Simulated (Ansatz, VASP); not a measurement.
# SiC (Moissanite) in two plane-wave programs, part 2 of 3

One calculation is typed for both programs; each brings its own data sets. How far apart do they land? The cell is taken from a series of runs on this material, whose earlier steps may have relaxed, scaled, displaced or heated it; both programs get it as it stands.

VASP 6.6.1 and Ansatz 0.2.0.

So far: Set-up; Ansatz: zone-centre phonons, PBE, pair 1.

### 3. VASP: zone-centre phonons, PBE, pair 1

Level of this step: PBE; plane waves and PAW (C, Si) (VASP).

The same cell, functional and mesh now go to VASP, with its own data sets.

Lines of VASP's logs that name or quote its potential files are left out, and so is its time.

Input file INCAR:

```
SYSTEM = SiC
PREC = Accurate
ENCUT = 600
EDIFF = 1E-08
NELM = 120
ISMEAR = 0
SIGMA = 0.01
LREAL = .FALSE.
ALGO = Normal
GGA = PE
NBANDS = 14
LORBIT = 11
LWAVE = .FALSE.
LCHARG = .FALSE.
ISIF = 2
IBRION = 8
LEPSILON = .TRUE.
LASPH = .TRUE.
GGA_COMPAT = .FALSE.
EFERMI = MIDGAP
KPAR = 2
```

Input file POSCAR:

```
SiC
1.0
    3.1122038202      0.0000000000      0.0000000000
   -1.5561019101      2.6952475701      0.0000000000
    0.0000000000      0.0000000000      5.1084171443
C Si
2 2
Direct
    0.3333333333      0.6666666667      0.3804313407
    0.6666666667      0.3333333333      0.8804313407
    0.3333333333      0.6666666667      0.0045686593
    0.6666666667      0.3333333333      0.5045686593
```

Input file KPOINTS:

```
Automatic mesh
0
Gamma
12 12 6
0 0 0
```

PAW data sets: C and Si (PBE family, release 64).

On the command line:

```
$ mpirun -np 2 vasp_std
```

The program printed:

```text
[banner, memory and clock lines left out]
running    2 mpi-ranks, on    1 nodes
 distrk:  each k-point on    1 cores,    2 groups
 distr:  one band on    1 cores,    1 groups

 POSCAR found type information on POSCAR C Si
 POSCAR found :  2 types and       4 ions
 LDA part: xc-table for (Slater+PW92), standard interpolation
 POSCAR, INCAR and KPOINTS ok, starting setup
 FFT: planning ... GRIDC
 FFT: planning ... GRID_SOFT
 FFT: planning ... GRID
 WAVECAR not read
 entering main loop
       N       E                     dE             d eps       ncg     rms          rms(c)
DAV:   1     0.355124652425E+02    0.35512E+02   -0.79381E+03  2128   0.115E+03
DAV:   2    -0.303605215411E+02   -0.65873E+02   -0.59583E+02  3026   0.178E+02
DAV:   3    -0.336000420266E+02   -0.32395E+01   -0.32199E+01  2956   0.379E+01
DAV:   4    -0.336326908988E+02   -0.32649E-01   -0.32642E-01  2422   0.458E+00
DAV:   5    -0.336331270987E+02   -0.43620E-03   -0.43615E-03  2950   0.498E-01    0.120E+01
DAV:   6    -0.301772504219E+02    0.34559E+01   -0.83310E+00  2740   0.175E+01    0.534E+00
DAV:   7    -0.301186921054E+02    0.58558E-01   -0.99843E-01  2938   0.614E+00    0.238E+00
DAV:   8    -0.301031147875E+02    0.15577E-01   -0.49382E-02  2488   0.151E+00    0.595E-01
DAV:   9    -0.301017733466E+02    0.13414E-02   -0.80561E-03  2788   0.628E-01    0.128E-01
DAV:  10    -0.301020709547E+02   -0.29761E-03   -0.89411E-04  2722   0.192E-01    0.580E-02
DAV:  11    -0.301020981179E+02   -0.27163E-04   -0.11621E-04  2428   0.806E-02    0.132E-02
DAV:  12    -0.301020994110E+02   -0.12931E-05   -0.56455E-06  2788   0.171E-02    0.356E-03
DAV:  13    -0.301020999805E+02   -0.56947E-06   -0.35724E-07  2598   0.429E-03    0.217E-03
DAV:  14    -0.301021000266E+02   -0.46104E-07   -0.14297E-08  2248   0.884E-04    0.130E-03
DAV:  15    -0.301020999868E+02    0.39784E-07   -0.13290E-08  1862   0.781E-04    0.636E-05
DAV:  16    -0.301020999808E+02    0.60618E-08   -0.26909E-09  1304   0.388E-04
   1 F= -.30102100E+02 E0= -.30102100E+02  d E =0.000000E+00
 Linear response reoptimize wavefunctions to high precision
DAV:   1    -0.301020999832E+02   -0.24820E-08   -0.19540E-10  1616   0.114E-04
DAV:   2    -0.301020999832E+02    0.86402E-11   -0.20365E-11  1244   0.352E-05
 Linear response G [H, r] |phi>, progress :
  Direction:   1
       N       E                     dE             d eps       ncg     rms
RMM:   1    -0.698623520893E+02   -0.69862E+02    0.62150E+01  5556   0.645E+01
RMM:   2    -0.516341815032E+02    0.18228E+02   -0.65818E+00  3620   0.183E+01
RMM:   3    -0.516831791573E+02   -0.48998E-01   -0.11157E-01  3867   0.227E+00
RMM:   4    -0.516841735021E+02   -0.99434E-03   -0.36146E-03  4135   0.379E-01
RMM:   5    -0.516842166340E+02   -0.43132E-04   -0.19936E-04  4137   0.734E-02
RMM:   6    -0.516842226929E+02   -0.60590E-05   -0.22175E-05  4270   0.162E-02
RMM:   7    -0.516842222851E+02    0.40789E-06   -0.43306E-06  4195   0.380E-03
RMM:   8    -0.516842221885E+02    0.96540E-07   -0.59455E-06  4138   0.961E-04
RMM:   9    -0.516842221345E+02    0.54014E-07    0.79180E-06  3528   0.282E-04
RMM:  10    -0.516842221712E+02   -0.36693E-07    0.18896E-06  2799   0.978E-05
RMM:  11    -0.516842221725E+02   -0.12606E-08   -0.10602E-06  2590   0.566E-05
RMM:  12    -0.516842221724E+02    0.90253E-10    0.64097E-07  2487   0.446E-05
RMM:  13    -0.516842221833E+02   -0.10969E-07   -0.13874E-07  2184   0.422E-05
RMM:  14    -0.516842221782E+02    0.51507E-08   -0.12116E-07  1963   0.418E-05
RMM:  15    -0.516842221781E+02    0.11732E-09   -0.18668E-07  1749   0.418E-05
 Linear response G [H, r] |phi>, progress :
  Direction:   2
       N       E                     dE             d eps       ncg     rms
RMM:   1    -0.811935865643E+02   -0.81194E+02   -0.11191E+02  5400   0.614E+01
RMM:   2    -0.649244084391E+02    0.16269E+02   -0.51775E+00  3605   0.165E+01
RMM:   3    -0.649681387574E+02   -0.43730E-01   -0.77374E-02  3834   0.194E+00
RMM:   4    -0.649688782083E+02   -0.73945E-03   -0.16974E-03  4049   0.301E-01
RMM:   5    -0.649689308931E+02   -0.52685E-04   -0.51773E-05  4074   0.531E-02
RMM:   6    -0.649689349564E+02   -0.40633E-05   -0.45867E-06  4163   0.104E-02
RMM:   7    -0.649689349581E+02   -0.17352E-08   -0.22445E-06  4116   0.211E-03
RMM:   8    -0.649689349158E+02    0.42308E-07   -0.44670E-06  4014   0.462E-04
RMM:   9    -0.649689348767E+02    0.39066E-07   -0.59263E-06  3333   0.126E-04
RMM:  10    -0.649689348460E+02    0.30712E-07    0.18734E-08  2648   0.550E-05
RMM:  11    -0.649689348446E+02    0.14355E-08    0.32675E-07  2451   0.463E-05
RMM:  12    -0.649689348441E+02    0.43693E-09    0.67241E-07  2247   0.454E-05
RMM:  13    -0.649689348442E+02   -0.39449E-10    0.64655E-07  2032   0.454E-05
RMM:  14    -0.649689348443E+02   -0.14097E-09    0.54701E-07  1868   0.454E-05
 Linear response G [H, r] |phi>, progress :
  Direction:   3
       N       E                     dE             d eps       ncg     rms
[...]
RMM:   1    -0.722508091131E+00   -0.72251E+00   -0.28885E+00 14257   0.372E+00
RMM:   2    -0.740987536164E+00   -0.18479E-01   -0.80042E-03 11545   0.568E-01    0.126E+00
RMM:   3    -0.728317432455E+00    0.12670E-01   -0.13818E-02 11746   0.665E-01    0.746E-01
[...]
RMM:   9    -0.814497677272E+00   -0.21560E-05   -0.50670E-09  3921   0.690E-04    0.852E-05
RMM:  10    -0.814498475746E+00   -0.79847E-06   -0.37286E-09  3473   0.137E-04    0.183E-05
RMM:  11    -0.814498314778E+00    0.16097E-06    0.18442E-08  2340   0.463E-05    0.312E-06
 change of polarisation eV/A/(eV/A) component  3 :    -0.194    -0.121     1.511
 dielectric tensor                  component  3 :    -0.817    -0.512     7.383
 Linear response DOF=           4
 Linear response progress:
  Degree of freedom:   1/  4
       N       E                     dE             d eps       ncg     rms          rms(c)
RMM:   1    -0.126471264303E+00   -0.12647E+00    0.70235E-02 26566   0.207E+00
RMM:   2    -0.123580983631E+00    0.28903E-02   -0.36858E-03 19781   0.429E-01    0.192E-01
RMM:   3    -0.123764466639E+00   -0.18348E-03   -0.94740E-04 19552   0.183E-01    0.972E-02
RMM:   4    -0.124853393154E+00   -0.10889E-02   -0.83619E-04 19661   0.158E-01    0.194E-02
RMM:   5    -0.124781856239E+00    0.71537E-04   -0.16081E-05 21528   0.268E-02    0.283E-03
RMM:   6    -0.124818497105E+00   -0.36641E-04   -0.19390E-06 22530   0.528E-03    0.102E-03
RMM:   7    -0.124812524105E+00    0.59730E-05   -0.47610E-06 22723   0.125E-03    0.234E-04
RMM:   8    -0.124814049155E+00   -0.15250E-05   -0.11284E-06 23022   0.320E-04    0.406E-05
RMM:   9    -0.124813894647E+00    0.15451E-06   -0.44119E-07 22959   0.902E-05    0.918E-06
RMM:  10    -0.124813991498E+00   -0.96851E-07   -0.91275E-08 23316   0.262E-05    0.658E-06
RMM:  11    -0.124813922079E+00    0.69418E-07   -0.31653E-08 22304   0.125E-05    0.107E-06
RMM:  12    -0.124813932513E+00   -0.10434E-07   -0.14396E-08 21305   0.340E-06    0.401E-07
RMM:  13    -0.124813926805E+00    0.57083E-08    0.13807E-09 16206   0.155E-06    0.520E-08
 first order change of Fermi-energy  -0.47855E+00
 force on displaced ion       1 direction 1 : -17.904   0.000  -0.000
 Born effective charge ion    1 direction 1 :  -2.630  -0.000  -0.000
 Linear response progress:
  Degree of freedom:   2/  4
       N       E                     dE             d eps       ncg     rms          rms(c)
RMM:   1    -0.138364679332E+00   -0.13836E+00    0.86285E-02  5988   0.213E+00
RMM:   2    -0.133816276725E+00    0.45484E-02   -0.38312E-03  4597   0.441E-01    0.204E-01
RMM:   3    -0.133468882247E+00    0.34739E-03   -0.21464E-03  4744   0.222E-01    0.102E-01
RMM:   4    -0.134059299068E+00   -0.59042E-03   -0.47908E-04  4768   0.111E-01    0.365E-02
RMM:   5    -0.134252158647E+00   -0.19286E-03   -0.30039E-05  4770   0.338E-02    0.859E-03
RMM:   6    -0.134276950365E+00   -0.24792E-04    0.17682E-06  5064   0.692E-03    0.235E-03
RMM:   7    -0.134256663680E+00    0.20287E-04    0.36618E-07  4842   0.314E-03    0.626E-04
RMM:   8    -0.134262055432E+00   -0.53918E-05   -0.36327E-07  5228   0.961E-04    0.188E-04
RMM:   9    -0.134261888279E+00    0.16715E-06   -0.14336E-08  5163   0.294E-04    0.533E-05
RMM:  10    -0.134261696393E+00    0.19189E-06   -0.29859E-08  5193   0.846E-05    0.150E-05
RMM:  11    -0.134261804027E+00   -0.10763E-06   -0.14224E-07  5194   0.370E-05    0.460E-06
RMM:  12    -0.134261790264E+00    0.13763E-07   -0.23392E-08  5278   0.934E-06    0.158E-06
RMM:  13    -0.134261795270E+00   -0.50060E-08    0.61266E-09  4732   0.287E-06    0.400E-07
 first order change of Fermi-energy   0.42733E+00
 force on displaced ion       1 direction 3 :  -0.000  -0.000 -22.312
 Born effective charge ion    1 direction 3 :   0.000  -0.000  -2.826
 Linear response progress:
  Degree of freedom:   3/  4
       N       E                     dE             d eps       ncg     rms          rms(c)
RMM:   1    -0.173199946895E-01   -0.17320E-01    0.17540E-03 30723   0.953E-01
RMM:   2    -0.146066999807E-01    0.27133E-02   -0.60661E-04 20142   0.244E-01    0.122E-01
RMM:   3    -0.145252718685E-01    0.81428E-04    0.21457E-04 21023   0.602E-02    0.707E-02
RMM:   4    -0.145466276451E-01   -0.21356E-04    0.19323E-04 19824   0.600E-02    0.905E-03
RMM:   5    -0.145434770677E-01    0.31506E-05   -0.13881E-05 21437   0.130E-02    0.200E-03
RMM:   6    -0.145395231192E-01    0.39539E-05    0.29444E-07 22232   0.248E-03    0.968E-04
RMM:   7    -0.145380326976E-01    0.14904E-05   -0.34073E-06 22586   0.569E-04    0.889E-05
RMM:   8    -0.145378872060E-01    0.14549E-06   -0.73658E-07 22959   0.115E-04    0.237E-05
RMM:   9    -0.145379159901E-01   -0.28784E-07   -0.16673E-07 22815   0.386E-05    0.754E-06
RMM:  10    -0.145378961824E-01    0.19808E-07   -0.59971E-08 22891   0.136E-05    0.134E-06
RMM:  11    -0.145378874286E-01    0.87538E-08   -0.18842E-08 21876   0.356E-06    0.444E-07
 first order change of Fermi-energy  -0.84346E+00
 force on displaced ion       3 direction 1 : -18.534  -0.001  -0.000
 Born effective charge ion    3 direction 1 :   2.629  -0.000  -0.000
 Linear response progress:
  Degree of freedom:   4/  4
       N       E                     dE             d eps       ncg     rms          rms(c)
RMM:   1    -0.345501405361E-01   -0.34550E-01    0.42492E-02  7534   0.143E+00
RMM:   2    -0.272629242716E-01    0.72872E-02   -0.42899E-03  4612   0.398E-01    0.142E-01
RMM:   3    -0.266178956819E-01    0.64503E-03   -0.10936E-04  4806   0.116E-01    0.774E-02
RMM:   4    -0.264659653280E-01    0.15193E-03   -0.47893E-04  4883   0.743E-02    0.279E-02
RMM:   5    -0.264134006806E-01    0.52565E-04   -0.19340E-04  4934   0.297E-02    0.584E-03
RMM:   6    -0.264014752018E-01    0.11925E-04   -0.94168E-06  4847   0.824E-03    0.194E-03
RMM:   7    -0.264001997613E-01    0.12754E-05    0.15567E-06  5122   0.219E-03    0.730E-04
RMM:   8    -0.264013146769E-01   -0.11149E-05    0.73928E-07  5027   0.103E-03    0.258E-04
RMM:   9    -0.264011568484E-01    0.15783E-06    0.22623E-06  5191   0.311E-04    0.482E-05
RMM:  10    -0.264013375314E-01   -0.18068E-06    0.19006E-06  5196   0.982E-05    0.253E-05
RMM:  11    -0.264014361907E-01   -0.98659E-07    0.44161E-07  5095   0.463E-05    0.540E-06
RMM:  12    -0.264014333005E-01    0.28903E-08    0.23299E-07  5223   0.933E-06    0.196E-06
RMM:  13    -0.264014438807E-01   -0.10580E-07    0.51979E-08  4858   0.398E-06    0.691E-07
RMM:  14    -0.264014496174E-01   -0.57368E-08   -0.14440E-08  4340   0.166E-06    0.215E-07
 first order change of Fermi-energy  -0.42734E+00
 force on displaced ion       3 direction 3 :  -0.000   0.000 -25.356
 Born effective charge ion    3 direction 3 :   0.000  -0.000   2.826
 Born effective charges drift removed
 Linear response finished
```

(Part 2 of 3 ends here.)

[Lines on the potential files, build, host, timing and source positions are cut from VASP's logs without a mark.]

[Logs are printed without paths, hosts, clocks, repeated set-up lines and the standing remarks that a program may print on its own settings, such as how far it seeks lower states.]

[Hosts, paths, dates, database ids (printed as entryN), source tags and the programs' standing remarks are cut or masked in the printed files.]
